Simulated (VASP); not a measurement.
Calculation: PBEsol GGA, VASP's PBE PAW potentials (set 64) (plane waves; VASP).

A VASP calculation is set up with these files.

**POSCAR**
```
KCd4As3
12.0003140
  0.1825773892   0.1054110751   0.9775244214
 -0.1825773892   0.1054110751   0.9775244214
  0.0000000000  -0.2108222335   0.9775244214
Cd As K
4 3 1
Cartesian
 -0.0000000000  -0.0000000074   0.2615356814
 -0.0000000000  -0.0000000759   2.6710375829
 -0.0000000000  -0.0000000251   0.8839069076
  0.0000000000  -0.0000000582   2.0486663567
  0.0000000000  -0.0000000190   0.6678935610
 -0.0000000000  -0.0000000644   2.2646797034
  0.0000000000   0.0000000000   0.0000000000
  0.0000000000  -0.0000000417   1.4662866322
```

### INCAR
```
ALGO = Normal
EDIFF = 1E-6
ENCUT = 300
GGA = PS
ISIF = 2
ISMEAR = 0
LASPH = .TRUE.
LCHARG = .FALSE.
LMAXMIX = 4
LREAL = .FALSE.
LWAVE = .FALSE.
NELM = 100
PREC = Accurate
SIGMA = 0.1
SYSTEM = KCd4As3
```

**KPOINTS**
```
Automatic mesh
0
Gamma
3 3 3
0 0 0
```

POTCAR, in this order: Cd As K_sv (PBE.64 set). Program: vasp_std.

Output

**OSZICAR**
```
       N       E                     dE             d eps       ncg     rms          rms(c)
DAV:   1     0.367381463755E+03    0.36738E+03   -0.26655E+04   516   0.102E+03
DAV:   2    -0.446267589154E+01   -0.37184E+03   -0.36516E+03   574   0.312E+02
DAV:   3    -0.239393551292E+02   -0.19477E+02   -0.19369E+02   682   0.682E+01
DAV:   4    -0.243574138521E+02   -0.41806E+00   -0.41556E+00   728   0.694E+00
DAV:   5    -0.243673617422E+02   -0.99479E-02   -0.99463E-02   656   0.723E-01    0.128E+01
DAV:   6    -0.221004619525E+02    0.22669E+01   -0.56695E+00   613   0.170E+01    0.996E+00
DAV:   7    -0.220616461718E+02    0.38816E-01   -0.20843E+00   559   0.525E+00    0.455E+00
DAV:   8    -0.220434519303E+02    0.18194E-01   -0.23645E-01   578   0.332E+00    0.705E-01
DAV:   9    -0.220370306238E+02    0.64213E-02   -0.53179E-02   592   0.170E+00    0.227E-01
DAV:  10    -0.220367929427E+02    0.23768E-03   -0.40453E-03   573   0.551E-01    0.106E-01
DAV:  11    -0.220368072246E+02   -0.14282E-04   -0.81785E-04   640   0.114E-01    0.456E-02
DAV:  12    -0.220368409264E+02   -0.33702E-04   -0.75470E-05   589   0.566E-02    0.321E-02
DAV:  13    -0.220368654032E+02   -0.24477E-04   -0.30218E-05   552   0.386E-02    0.639E-03
DAV:  14    -0.220368660298E+02   -0.62664E-06   -0.61671E-06   541   0.164E-02
   1 F= -.22036866E+02 E0= -.22030831E+02  d E =-.120695E-01
```

**OUTCAR**
```
------------------------ aborting loop because EDIFF is reached ----------------------------------------
  FORCE on cell =-STRESS in cart. coord.  units (eV):
  Direction    XX          YY          ZZ          XY          YZ          ZX
  --------------------------------------------------------------------------------------
  Total        5.7641703      5.7641701      2.2667163      0.0000000     -0.0000001      0.0000000
  in kB       47.3431704     47.3431686     18.6173435      0.0000000     -0.0000005      0.0000000
  external PRESSURE =      37.7678942 kB  Pullay stress =       0.0000000 kB
  volume of cell :      195.07
      direct lattice vectors                 reciprocal lattice vectors
     2.190986000  1.264966000 11.730600000     0.228207757  0.131755812  0.028415714
    -2.190986000  1.264966000 11.730600000    -0.228207757  0.131755812  0.028415714
     0.000000000 -2.529933000 11.730600000     0.000000000 -0.263511624  0.028415703
 POSITION                                       TOTAL-FORCE (eV/Angst)
 -----------------------------------------------------------------------------------
      0.00000     -0.00000      3.13851         0.000000      0.000000     -0.310682
      0.00000     -0.00000     32.05329         0.000000     -0.000000      0.310682
      0.00000     -0.00000     10.60716         0.000000     -0.000000      0.358976
      0.00000     -0.00000     24.58464         0.000000      0.000000     -0.358976
      0.00000     -0.00000      8.01493         0.000000      0.000000     -0.589322
      0.00000     -0.00000     27.17687         0.000000     -0.000000      0.589322
      0.00000      0.00000      0.00000         0.000000      0.000000      0.000000
      0.00000     -0.00000     17.59590         0.000000      0.000000      0.000000
 -----------------------------------------------------------------------------------
    total drift:                               -0.000000      0.000000     -0.000000
  FREE ENERGIE OF THE ION-ELECTRON SYSTEM (eV)
  ---------------------------------------------------
  free  energy   TOTEN  =       -22.0368660298 eV

  energy  without entropy=      -22.0247965216  energy(sigma->0) =      -22.03083128
```
(Selected blocks of OUTCAR.)

At this cut-off the stress carries a Pulay error, which pulls relaxed volumes low.

The structure comes from a measured KCd4As3 entry of the Crystallography Open Database, whose conditions weren't checked. The cell was not relaxed at this level, and its volume differs by -5.9 % from the start's. The k-mesh is coarse (spacing up to 0.56 per Å, 2π included), so the numbers may not be converged in it.
